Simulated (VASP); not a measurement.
VASP input:

POSCAR:
```
BN
4.1782430
  0.3022063338  -0.5234367758   0.0000000000
  0.3022063338   0.5234367758   0.0000000000
  0.0000000000   0.0000000000   0.9999998910
B N
2 2
direct
  0.6666670000   0.3333330000   0.5003026567
  0.3333330000   0.6666670000   0.0003026567
  0.6666670000   0.3333330000   0.8746973433
  0.3333330000   0.6666670000   0.3746973433
```

### INCAR
```
SYSTEM = BN
PREC = Accurate
ENCUT = 520
EDIFF = 1E-7
NELM = 100
ALGO = Normal
LREAL = .FALSE.
LASPH = .TRUE.
ISMEAR = -5
LWAVE = .FALSE.
LCHARG = .TRUE.
LORBIT = 11
NEDOS = 601
ISIF = 2
```

KPOINTS:
```
Automatic mesh
0
Gamma
11 11 6
0 0 0
```

POTCAR, in this order: B N (LDA.64 set). Program: vasp_std.

Problem. Translate this LDA calculation to Quantum ESPRESSO's pw.x.

Solution. One equivalent input (not run):
```
&CONTROL
  calculation = 'scf'
  pseudo_dir = './pseudo'
  outdir = './out'
  tprnfor = .true.
  tstress = .true.
/
&SYSTEM
  ibrav = 0
  nat = 4
  ntyp = 2
  ecutwfc = 84
  occupations = 'tetrahedra'
  input_dft = 'pz'
/
&ELECTRONS
  conv_thr = 7.3e-09
  electron_maxstep = 100
/
ATOMIC_SPECIES
  B 10.810 B.upf
  N 14.007 N.upf
CELL_PARAMETERS angstrom
     1.2626915   -2.1870460    0.0000000
     1.2626915    2.1870460    0.0000000
     0.0000000   -0.0000000    4.1782425
ATOMIC_POSITIONS crystal
  B    0.6666670  0.3333330  0.5003027
  B    0.3333330  0.6666670  0.0003027
  N    0.6666670  0.3333330  0.8746973
  N    0.3333330  0.6666670  0.3746973
K_POINTS automatic
  11 11 6 0 0 0
```
The two are equivalent in intent, not identical: the potentials are each code's own (VASP's PAW set, PseudoDojo norm-conserving files in pw.x), so ENCUT and ecutwfc are chosen apart and not converted; conv_thr bounds pw.x's estimated SCF error, while EDIFF bounds the energy change between steps.

The compound is BN in the wurtzite structure, a metastable high-pressure form. It was relaxed first.
